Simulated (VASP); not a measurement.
Input:

```yaml
crystal:
  lattice:
    - [-2.96389, 2.96389, 1.61390]
    - [2.96389, -2.96389, 1.61390]
    - [2.96389, 2.96389, -1.61390]
  atoms:
    - { symbol: Sn, position: [0.25000, 0.75000, 0.50000] }
    - { symbol: Sn, position: [0.00000, 0.00000, 0.00000] }
```

These are PBE GGA, VASP's PBE PAW potentials (set 64) (plane waves; VASP) values and carry that method's errors. Run with 520 eV cut-off, Gaussian smearing of 0.050 eV, potentials Sn_d.

Problem. Give the energies of bands 11 to 17 at the high-symmetry points, in eV from the Fermi level.

Solution. 
| band | Γ | X | M | Z | P | N |
|---|---|---|---|---|---|---|
| 11 | -10.81 | -8.66 | -7.43 | -6.45 | -5.92 | -6.83 |
| 12 | -3.76 | -8.66 | -7.43 | -5.53 | -5.92 | -5.26 |
| 13 | -1.86 | 0.60 | -4.56 | -2.87 | -3.34 | -2.33 |
| 14 | -1.86 | 0.60 | -4.56 | -2.75 | -3.34 | -1.60 |
| 15 | 3.04 | 1.50 | 4.90 | -2.75 | 3.46 | -1.06 |
| 16 | 6.01 | 1.50 | 4.90 | 2.86 | 3.46 | 2.29 |
| 17 | 6.01 | 5.84 | 8.96 | 5.45 | 3.77 | 2.75 |

It has no gap at this level: it comes out as a metal or semimetal.

The compound is Sn in the beta structure. It was relaxed first.
